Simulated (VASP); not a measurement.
Data:

```
CELL_PARAMETERS angstrom
      2.28983    -3.96611     0.00000
      2.28983     3.96611     0.00000
      0.00000     0.00000     7.44966
ATOMIC_POSITIONS crystal
  Mg 0.66667 0.33333 0.49973
  Mg 0.33333 0.66667 0.99973
  Te 0.66667 0.33333 0.87627
  Te 0.33333 0.66667 0.37627
```

Level of theory: optB86b-vdW, VASP's PBE PAW potentials (set 64) (plane waves; VASP). Numerical set-up: 520 eV cut-off, 6×6×4 Γ-centred mesh, tetrahedra with Blöchl corrections, potentials Mg Te.

Unless said otherwise, spin-orbit coupling is left out, though it shifts the bands of the heavy elements here.

### Question
What does the run give for the energy per atom (σ→0), band gap (on the k-mesh) with the smallest direct gap where there is one?

### Answer

```
Item                                          Value
-----------------------------------  --------------
band gap (on the k-mesh)                    2.44 eV
smallest direct gap (on the k-mesh)         2.44 eV
energy per atom (σ→0)                -1.585 eV/atom
```

The absolute energy has meaning only against runs of the same code, potentials and settings.

The compound is MgTe in the wurtzite structure. It was relaxed first.
